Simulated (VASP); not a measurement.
Given:

```
CELL_PARAMETERS angstrom
      2.10496    -3.64589     0.00000
      2.10496     3.64589     0.00000
      0.00000     0.00000     7.01760
ATOMIC_POSITIONS crystal
  Mg 0.00000 0.00000 0.00000
  I  0.33333 0.66667 0.24326
  I  0.66667 0.33333 0.75674
```

These are PBE GGA with D4 dispersion, VASP's PBE PAW potentials (set 64) (plane waves; VASP 6.6.1) values and carry that method's errors. Settings: 520 eV cut-off, 6×6×4 Γ-centred mesh, Gaussian smearing of 0.050 eV, potentials Mg I.

Task: The ions and cell shape at fixed volume are relaxed. What does this cell relax into?

Result: 
```
CELL_PARAMETERS angstrom
      2.08494    -3.61122     0.00000
      2.08494     3.61122     0.00000
      0.00000     0.00000     7.15299
ATOMIC_POSITIONS crystal
  Mg 0.00000 0.00000 0.00000
  I  0.33333 0.66667 0.23418
  I  0.66667 0.33333 0.76582
```
Space group P-3m1 (164), at a tolerance of 0.03 Å.

Task: How much energy does the relaxation gain?

Result: The energy (σ→0) changes by -5.6 meV/atom, in 5 ionic steps.

| step | E(σ→0) (eV) | max force (eV/Å) | pressure (GPa) | volume (Å³) |
|---|---|---|---|---|
| 1 | -8.5589 | 0.252 | -1.66 | 107.71 |
| 2 | -8.5643 | 0.192 | -1.51 | 107.71 |
| 3 | -8.5717 | 0.009 | -1.01 | 107.71 |
| 4 | -8.5740 | 0.008 | -0.92 | 107.71 |
| 5 | -8.5756 | 0.010 | -0.75 | 107.71 |

The compound is MgI2 in the 1T layered structure. This cell is one point of a volume scan, at 1.06 of the reference volume. Symmetry was kept, so distortions that lower it aren't found.
